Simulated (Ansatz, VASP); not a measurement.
## Al3SiCN3 in two plane-wave programs

Aim: how closely do two programs agree when they are given the same cell, functional and k mesh? The cell is generated by rule, not measured, and may not be a known phase. The cell is taken from a series of runs on this material, whose earlier steps may have relaxed, scaled, displaced or heated it; both programs get it as it stands.

Method: plane waves, with VASP 6.6.1 beside it; single point at PBE, in Ansatz 0.2.0.

The structure was built from a prototype and need not be the compound's stable phase.

## (1) The starting structure

The structure is trigonal, space group P3m1 (No. 156). The conventional cell has a = 3.102 Å, b = 3.102 Å, c = 9.995 Å, α = 90.00°, β = 90.00°, γ = 120.00°. Nearest to Al lie 1 N at 1.87 Å and 3 C at 1.90 Å. Nearest to Al lie 4 N at 1.87 to 1.90 Å. C has 1 Si at 1.87 Å and 3 Al at 1.90 Å nearest. N has 4 Al at 1.87 to 1.90 Å nearest. N has 4 Al at 1.87 to 1.90 Å nearest. Farther neighbours and most contacts between anions are not listed.

## (2) Ansatz: single point, PBE

Ansatz runs on its default PAW (the set named soft_2) files.

A single point gives forces, pressure and levels at one fixed geometry, so differences don't come from the geometry; what else differs is listed under the comparison.

The input, input.yaml:

```yaml
crystal:
  lattice:
    - [3.1025, 0.0, 0.0]
    - [-1.55125, 2.68684, 0.0]
    - [0.0, 0.0, 9.995]
  atoms:
    - { symbol: Al, position: [0.333333, 0.666667, 0.0] }
    - { symbol: Al, position: [0.666667, 0.333333, 0.25] }
    - { symbol: Al, position: [0.333333, 0.666667, 0.5] }
    - { symbol: C, position: [0.666667, 0.333333, 0.9375] }
    - { symbol: "N", position: [0.333333, 0.666667, 0.1875] }
    - { symbol: "N", position: [0.666667, 0.333333, 0.4375] }
    - { symbol: "N", position: [0.333333, 0.666667, 0.6875] }
    - { symbol: Si, position: [0.666667, 0.333333, 0.75] }
kpoints:
  mp_grid: { grid: [6, 6, 2] }
hamiltonian:
  xc: pbe
scf:
  occupations: { method: gaussian, width: 0.1 }
output:
  forces: true
  stress: true
  eigenvalues: true
```

On the command line:

```console
> ansatz run input.yaml --threads 8 --pin off --max-ram 14336MiB --backend cpu --events-out ev --progress --plain --runs-dir out
```

Numbers of over 12 decimals in the logs are rounded to 6 here.

The program printed:

```text
Warning: the atoms were moved onto the symmetric positions of the space group found under crystal.symmetry.tolerance 1.0e-5 (fractional; no operation is sought that the atoms, as they stand in a round, miss by more than twice it, and no atom is moved by as much as it), and the run uses the moved positions. Before a round's move an operation carried an atom to 3.10e-6 Å from where it should land, the largest such dist [...]
Engine: ansatz 0.2.0, aarch64-unknown-linux-gnu
Pseudopotentials: kind: paw
Pseudopotential: Al, paw, valence charge 3, recommended cutoff 420 eV (normal), Al.paw.azcp
Pseudopotential: C, paw, valence charge 4, recommended cutoff 420 eV (normal), C.paw.azcp
Pseudopotential: N, paw, valence charge 5, recommended cutoff 420 eV (normal), N.paw.azcp
Pseudopotential: Si, paw, valence charge 4, recommended cutoff 420 eV (normal), Si.paw.azcp
Functional definition: PBE
  parameter kappa = 0.804
  parameter beta = 0.066725
  exchange = pbe_x(kappa = kappa, mu = beta*pi^2/3)
  correlation = pbe_c(beta = beta)
Crystal: 8 atoms, lattice volume = 83.318 Å³
Basis set: ecut = 420 eV, 1617 PW (Γ), exchange–correlation on 48×48×144 points (8 copies of the dense FFT grid, shifted against one another)
Bands: 24, of which v1, the nominal top of the filled ones, is band 16 counted from 1 (15 counted from 0)
Symmetry: 6 space group operations
Space group: P3m1 (ITA 156), of the structure as read, at distance tolerance 4.4e-5 Å
k-points: 14 of 72 (time reversal used)
Non-local potential: Al, projectors of the file, l = 0: 2, l = 1: 2, l = 2: 1
Non-local potential: C, projectors of the file, l = 0: 2, l = 1: 2, l = 2: 1
Non-local potential: N, projectors of the file, l = 0: 2, l = 1: 2, l = 2: 1
Non-local potential: Si, projectors of the file, l = 0: 2, l = 1: 2, l = 2: 2
PAW form: soft (Blöchl's): semilocal exchange-correlation on the pseudo side does not see the compensation charge
PAW one-centre angular grid: Al, 110 points (default); XC on 64 Gauss nodes
PAW one-centre angular grid: C, 110 points (default); XC on 64 Gauss nodes
PAW one-centre angular grid: N, 110 points (default); XC on 64 Gauss nodes
PAW one-centre angular grid: Si, 110 points (default); XC on 64 Gauss nodes
Initial density: superposition of atomic densities (neutral atoms: chi_scale 0, normalization atom), corrected by the library's trained network
Initial wavefunctions: pseudopotential atomic-orbital guess
Functional: x = pbe(κ = 0.804, μ = 0.219515), c = pbe(β = 0.066725)
SCF iter   1: F=—  HF=-3657.378290 eV  |F-HF|=—  |Δ(HF+E_count)|=         —  Δρ=1.25e-2  dr2=8.62e-1  ethr=1.77e-3  ⟨swp⟩=6.9  Hψ=1954  notcnv=0  defer=5
preconditioner: auto → none  [insulator: Δε(μ)=0.183 eV  Ē_g=12.443 eV  σ=0.100 eV  W_gap=0.77  n_scr=6 (ndim 8)  ℏωp=23.0 eV  f_vac=0.000  D(μ)=0.26/eV (n_scr^D=2)  ε∞_Penn≈4.4]
SCF iter   2: F=—  HF=-3657.283124 eV  |F-HF|=—  |Δ(HF+E_count)|=   9.52e-2  Δρ=6.34e-3  dr2=1.33e-1  ethr=1.77e-3  ⟨swp⟩=2.4  Hψ=518  notcnv=0  defer=36
SCF iter   3: F=—  HF=-3657.273416 eV  |F-HF|=—  |Δ(HF+E_count)|=   9.71e-3  Δρ=2.15e-3  dr2=2.21e-2  ethr=4.17e-4  ⟨swp⟩=1.8  Hψ=381  notcnv=0  defer=36
SCF iter   4: F=—  HF=-3657.270874 eV  |F-HF|=—  |Δ(HF+E_count)|=   2.54e-3  Δρ=7.79e-4  dr2=7.12e-4  ethr=6.90e-5  ⟨swp⟩=1.1  Hψ=408  notcnv=0  defer=36
SCF iter   5: F=—  HF=-3657.270818 eV  |F-HF|=—  |Δ(HF+E_count)|=   5.64e-5  Δρ=2.53e-4  dr2=7.86e-5  ethr=2.23e-6  ⟨swp⟩=2.4  Hψ=520  notcnv=0  defer=36
SCF iter   6: F=—  HF=-3657.270396 eV  |F-HF|=—  |Δ(HF+E_count)|=   4.22e-4  Δρ=6.15e-5  dr2=2.23e-6  ethr=2.46e-7  ⟨swp⟩=2.2  Hψ=416  notcnv=0  defer=36
SCF iter   7: F=—  HF=-3657.270396 eV  |F-HF|=—  |Δ(HF+E_count)|=   3.99e-7  Δρ=2.03e-5  dr2=2.60e-7  ethr=6.97e-9  ⟨swp⟩=2.2  Hψ=450  notcnv=0  defer=36
SCF iter   8: F=-3657.270396 eV  HF=-3657.270396 eV  |F-HF|=1.32e-8  |Δ(HF+E_count)|=   3.72e-8  Δρ=4.65e-6  dr2=2.28e-8  ethr=3.13e-10  ⟨swp⟩=10.4  Hψ=1537  notcnv=0
SCF 1 converged in 8 iterations: F = -3657.270396 eV  dr2 = 2.28e-8
  greatest PAW one-centre occupation: 0.794 electrons in one spin orbital (limit 2), on the N atom at site 6 (counted from 0), in its partial waves of l = 0
SCF converged after 8 iterations
Free energy (F): -3657.270396 eV
Harris-Foulkes:  -3657.270396 eV  (|F-HF|=1.32e-8)
Internal energy: -3657.262844 eV  (E = F + TS)
E sigma→0 (E₀):  -3657.266620 eV
Entropy (-TS):   -0.007552 eV (-0.944 meV/atom)
Fermi energy:    10.102384 eV
--- Per-component energies (eV) ---
  E_band       = 71.640605
  E_kinetic    = 613.623363
  E_local      = -787.777858  (includes V_loc(G=0)·N_el)
  E_nonlocal   = 218.822161
  E_hartree    = 269.313235
  E_xc         = -410.657570
  E_vxc        = -432.769750  (∫ρ·V_xc dr)
  E_paw        = -2397.467854  (= ΣΔE_a)
  E_vpaw       = -78.884941  (= ΣTr[D̂ρ^β])
  E_aug_tail   = 0.000304  (compensation charges beyond the density's cutoff)
  E_ewald      = -1163.118626
  E_smearing   = -0.007552  (= −TS)
  E_closure    = 0.000000  (closes the sum)
  Σ components = -3657.270396   (vs F -3657.270396, Δ=0.00e0)
--- Forces (eV/Å), atoms counted from 1 ---
  atom   1  Al    -0.00000000     0.00000000    -0.04809002
  atom   2  Al    -0.00000000    -0.00000000    -1.67521481
  atom   3  Al     0.00000000     0.00000000    -2.12998027
  atom   4  C     -0.00000000    -0.00000000    -3.30458355
  atom   5  N     -0.00000000     0.00000000     1.81358766
  atom   6  N      0.00000000     0.00000000     1.64564439
  atom   7  N      0.00000000     0.00000000    -0.60393121
  atom   8  Si     0.00000000    -0.00000000     4.30255475
  max |Σ_I F_I| component: 1.31e-5 eV/Å
--- Stress (GPa, compression-positive) ---
        8.192826       0.000000       0.000000
        0.000000       8.192826      -0.000000
        0.000000      -0.000000       4.968906
  P = ⅓ Tr σ = 7.1182 GPa (71.182 kbar)
--- Band table (eV; the first three rows and the last of 14) ---
  k-point 0: bands = [... 12 lower, 7.6571, 7.6878, 9.7492, 10.3070, 10.3070, 12.5847, 14.3836, 14.7214, ... 4 higher]
  k-point 1: bands = [... 12 lower, 7.6575, 7.6575, 10.0304, 10.3075, 10.3075, 12.6532, 14.1351, 14.7163, ... 4 higher]
  k-point 2: bands = [... 12 lower, 7.4163, 7.6005, 8.7658, 9.9895, 10.9758, 13.1944, 13.8235, 14.6873, ... 4 higher]
  k-point 13: bands = [... 12 lower, 5.6772, 6.2067, 6.9320, 7.0704, 12.0904, 13.1330, 14.0954, 14.9148, ... 4 higher]
```

The column dr2 measures how far the density is from self-consistency, as an energy; F and HF (Harris–Foulkes) agree once it is small.

The run ends at a pressure of 7.12 GPa, with forces up to 4.3 eV/Å.

## (3) VASP: single point, PBE

The same cell, functional, mesh and smearing now go to VASP, with its own data sets.

Lines of VASP's logs that name or quote its potential files are left out, and so is its time.

The input, INCAR:

```
SYSTEM = Al3SiCN3
PREC = Accurate
ENCUT = 600
EDIFF = 1E-06
NELM = 120
ISMEAR = 0
SIGMA = 0.1
LREAL = .FALSE.
ALGO = Normal
GGA = PE
NBANDS = 24
LORBIT = 11
LWAVE = .FALSE.
LCHARG = .FALSE.
ISIF = 2
LASPH = .TRUE.
GGA_COMPAT = .FALSE.
KPAR = 2
```

The input, POSCAR:

```
Al3SiCN3
1.0
    3.1025000000      0.0000000000      0.0000000000
   -1.5512500000      2.6868400000      0.0000000000
    0.0000000000      0.0000000000      9.9950000000
Al C N Si
3 1 3 1
Direct
    0.3333336667      0.6666663333      0.0000000000
    0.6666670000      0.3333330000      0.2500000000
    0.3333336667      0.6666663333      0.5000000000
    0.6666670000      0.3333330000      0.9375000000
    0.3333336667      0.6666663333      0.1875000000
    0.6666670000      0.3333330000      0.4375000000
    0.3333336667      0.6666663333      0.6875000000
    0.6666670000      0.3333330000      0.7500000000
```

The input, KPOINTS:

```
Automatic mesh
0
Gamma
6 6 2
0 0 0
```

Potentials, in the order of the species: Al, C, N and Si (PBE family, release 64).

On the command line:

```console
> mpirun -np 2 vasp_std
```

The program printed:

```text
[banner, memory and clock lines left out]
running    2 mpi-ranks, on    1 nodes
 distrk:  each k-point on    1 cores,    2 groups
 distr:  one band on    1 cores,    1 groups

 POSCAR found type information on POSCAR AlC N Si
 POSCAR found :  4 types and       8 ions
 LDA part: xc-table for (Slater+PW92), standard interpolation
 POSCAR, INCAR and KPOINTS ok, starting setup
 FFT: planning ... GRIDC
 FFT: planning ... GRID_SOFT
 FFT: planning ... GRID
 WAVECAR not read
 entering main loop
       N       E                     dE             d eps       ncg     rms          rms(c)
DAV:   1     0.121269188157E+03    0.12127E+03   -0.16131E+04   672   0.134E+03
DAV:   2    -0.574957153890E+02   -0.17876E+03   -0.16772E+03   944   0.254E+02
DAV:   3    -0.678051019128E+02   -0.10309E+02   -0.10246E+02   896   0.638E+01
DAV:   4    -0.679173724518E+02   -0.11227E+00   -0.11223E+00   848   0.759E+00
DAV:   5    -0.679190523231E+02   -0.16799E-02   -0.16797E-02   888   0.907E-01    0.174E+01
DAV:   6    -0.571803078313E+02    0.10739E+02   -0.31522E+01   864   0.335E+01    0.666E+00
DAV:   7    -0.571789905650E+02    0.13173E-02   -0.40948E+00   896   0.123E+01    0.420E+00
DAV:   8    -0.571583379765E+02    0.20653E-01   -0.63374E-01   792   0.482E+00    0.248E+00
DAV:   9    -0.570805206913E+02    0.77817E-01   -0.11617E-01   872   0.308E+00    0.597E-01
DAV:  10    -0.570806998236E+02   -0.17913E-03   -0.30213E-02   880   0.121E+00    0.356E-01
DAV:  11    -0.570799277386E+02    0.77209E-03   -0.99632E-03   832   0.783E-01    0.207E-01
DAV:  12    -0.570791659137E+02    0.76182E-03   -0.18455E-03   840   0.375E-01    0.874E-02
DAV:  13    -0.570791889563E+02   -0.23043E-04   -0.45876E-04   776   0.165E-01    0.227E-02
DAV:  14    -0.570791927686E+02   -0.38123E-05   -0.58685E-05   864   0.494E-02    0.187E-02
DAV:  15    -0.570791896993E+02    0.30693E-05   -0.16587E-05   872   0.300E-02    0.128E-02
DAV:  16    -0.570791836839E+02    0.60154E-05   -0.74920E-06   856   0.259E-02    0.413E-03
DAV:  17    -0.570791836247E+02    0.59197E-07   -0.23300E-06   704   0.107E-02
   1 F= -.57079184E+02 E0= -.57075288E+02  d E =-.779091E-02
```

OUTCAR, selected parts (step 3):

```text
ion  position               nearest neighbor table
   1  0.333  0.667  0.000-   5 1.87   4 1.90   4 1.90   4 1.90   8 3.07   2 3.07   8 3.07   2 3.07
                             2 3.07   8 3.07
   2  0.667  0.333  0.250-   6 1.87   5 1.90   5 1.90   5 1.90   3 3.07   1 3.07   3 3.07   1 3.07
                             1 3.07   3 3.07
   3  0.333  0.667  0.500-   7 1.87   6 1.90   6 1.90   6 1.90   8 3.07   2 3.07   8 3.07   2 3.07
                             2 3.07   8 3.07
   4  0.667  0.333  0.938-   8 1.87   1 1.90   1 1.90   1 1.90
   5  0.333  0.667  0.188-   1 1.87   2 1.90   2 1.90   2 1.90
   6  0.667  0.333  0.438-   2 1.87   3 1.90   3 1.90   3 1.90
   7  0.333  0.667  0.688-   3 1.87   8 1.90   8 1.90   8 1.90
   8  0.667  0.333  0.750-   4 1.87   7 1.90   7 1.90   7 1.90   3 3.07   1 3.07   3 3.07   1 3.07
                             1 3.07   3 3.07

  LATTYP: Found a hexagonal cell.
 ALAT       =     3.1025000000
 C/A-ratio  =     3.2215954875

 Subroutine GETGRP returns: Found  6 space group operations
 (whereof  6 operations were pure point group operations)

The static configuration has the point symmetry C_3v.

 Found     14 irreducible k-points:

   k-points           NKPTS =     14   k-points in BZ     NKDIM =     14   number of bands    NBANDS=     24

   dimension x,y,z NGX =    28 NGY =   28 NGZ =   80
   dimension x,y,z NGXF=    56 NGYF=   56 NGZF=  160

   ENCUT  =  600.0 eV  44.10 Ry    6.64 a.u.   6.20  6.20 19.96*2*pi/ulx,y,z

   NELECT =      32.0000    total number of electrons

 k-points in reciprocal lattice and weights: Automatic mesh
   0.00000000  0.00000000  0.00000000       0.014
   0.16666667  0.00000000  0.00000000       0.083
   0.33333333  0.00000000  0.00000000       0.083
   0.50000000  0.00000000  0.00000000       0.042
   0.16666667  0.16666667  0.00000000       0.083
   0.33333333  0.16666667  0.00000000       0.167
   0.33333333  0.33333333  0.00000000       0.028
   0.00000000  0.00000000  0.50000000       0.014
   0.16666667  0.00000000  0.50000000       0.083
[...]
0.33333333  0.16666667  0.50000000       0.167
   0.33333333  0.33333333  0.50000000       0.028

 average (electrostatic) potential at core
       1 -69.4112       2 -71.0326       3 -72.2382       4 -43.6304       5 -59.0542
       6 -60.2567       7 -62.2787       8 -82.8376

 E-fermi :   9.0054

 k-point     1 :       0.0000    0.0000    0.0000
  band No.  band energies     occupation
    ...
     11       5.3352      2.00000
     12       6.5637      2.00000
     13       6.5637      2.00000
     14       6.5963      2.00000
     15       8.6589      2.00000
     16       9.2143      0.00314
     17       9.2143      0.00314
     18      11.4972      0.00000
     19      13.2918      0.00000
     20      13.6121      0.00000
    ...

 k-point     2 :       0.1667    0.0000    0.0000
  band No.  band energies     occupation
    ...
     12       5.3729      2.00000
     13       6.3219      2.00000
     14       6.5080      2.00000
     15       7.6714      2.00000
     16       8.8959      1.87851
     17       9.8823      0.00000
     18      12.0986      0.00000
     19      12.7303      0.00000
     20      13.5928      0.00000
     21      14.5190      0.00000
    ...

 k-point     3 :       0.3333    0.0000    0.0000
  band No.  band energies     occupation
    ...
     12       4.6003      2.00000
     13       5.6004      2.00000
     14       5.8849      2.00000
     15       6.0185      2.00000
     16       8.3341      2.00000
     17       9.5514      0.00000
     18      11.5878      0.00000
     19      12.6733      0.00000
     20      13.3118      0.00000
     21      13.8214      0.00000
    ...

  Total        4.0882947      4.0882831      2.4664643      0.0000000      0.0000000      0.0000000
  in kB       78.6169842     78.6167609     47.4295513      0.0000000      0.0000000      0.0000000
  external PRESSURE =      68.2210988 kB  Pullay stress =       0.0000000 kB

  energy-cutoff  :      600.00
  volume of cell :       83.32
      direct lattice vectors                 reciprocal lattice vectors
     3.102500000  0.000000000  0.000000000     0.322320709  0.186092212  0.000000000
    -1.551250000  2.686840000  0.000000000     0.000000000  0.372184425  0.000000000
     0.000000000  0.000000000  9.995000000     0.000000000  0.000000000  0.100050025

 POSITION                                       TOTAL-FORCE (eV/Angst)
 -----------------------------------------------------------------------------------
      0.00000      1.79123      0.00000         0.000000      0.000000     -0.037121
      1.55125      0.89561      2.49875         0.000000      0.000000     -1.668638
      0.00000      1.79123      4.99750        -0.000000      0.000000     -2.122975
      1.55125      0.89561      9.37031         0.000000      0.000000     -3.265187
      0.00000      1.79123      1.87406         0.000000     -0.000000      1.807894
      1.55125      0.89561      4.37281         0.000000     -0.000000      1.638869
      0.00000      1.79123      6.87156        -0.000000      0.000000     -0.621633
      1.55125      0.89561      7.49625         0.000000      0.000000      4.268790
 -----------------------------------------------------------------------------------
    total drift:                               -0.003591      0.002040     -0.000604

  FREE ENERGIE OF THE ION-ELECTRON SYSTEM (eV)
  ---------------------------------------------------
  free  energy   TOTEN  =       -57.0791836247 eV

  energy  without entropy=      -57.0713927154  energy(sigma->0) =      -57.07528817

 total charge
# of ion       s       p       d       tot
------------------------------------------
    1        0.406   0.501   0.000   0.907
    2        0.370   0.442   0.000   0.812
    3        0.371   0.447   0.000   0.818
    4        0.863   1.690   0.000   2.553
    5        1.223   2.628   0.000   3.851
    6        1.223   2.629   0.000   3.853
    7        1.238   2.578   0.000   3.815
    8        0.705   0.828   0.000   1.533
--------------------------------------------------
tot          6.399  11.743   0.000  18.142

[... 3 further parts left out ...]
```

The k-mesh is coarse for a metal.

The run ends at a pressure of 6.82 GPa, with forces up to 4.3 eV/Å.

## (4) Differences

Known differences besides the potentials themselves: the cutoff is 420 eV in Ansatz and 600 eV in VASP. Total energies have different zeros and are not compared.

Both answers:

```
      quantity  Ansatz  VASP  difference
pressure (GPa)    7.12  6.82       +0.30
```

Forces (eV/Å; atoms numbered as in POSCAR):

```
atom        Ansatz x, y, z          VASP x, y, z
 Al1  0.000, 0.000, -0.048  0.000, 0.000, -0.037
 Al2  0.000, 0.000, -1.675  0.000, 0.000, -1.669
 Al3  0.000, 0.000, -2.130  0.000, 0.000, -2.123
  C4  0.000, 0.000, -3.305  0.000, 0.000, -3.265
  N5   0.000, 0.000, 1.814   0.000, 0.000, 1.808
  N6   0.000, 0.000, 1.646   0.000, 0.000, 1.639
  N7  0.000, 0.000, -0.604  0.000, 0.000, -0.622
 Si8   0.000, 0.000, 4.303   0.000, 0.000, 4.269
```

The forces differ by 12 meV/Å r.m.s., which is 0.9 % of the r.m.s. force of 1.331 eV/Å (both taken over all components).

## (5) Outcome

| Item | Value |
| --- | --- |
| r.m.s. force difference (single point, PBE) | 0.88 % of the r.m.s. force |

In words: The r.m.s. force difference is 0.88 % of the r.m.s. force (single point, PBE), within the 3 % picked in this series as the mark of a large difference. How closely two codes agree says nothing of how well the functional describes the real material.

[Lines on the potential files, build, host, timing and source positions are cut from VASP's logs without a mark.]

[Logs are printed without paths, hosts, clocks, repeated set-up lines and the standing remarks that a program may print on its own settings, such as how far it seeks lower states.]

[Hosts, paths, dates, database ids (printed as entryN), source tags and the programs' standing remarks are cut or masked in the printed files.]
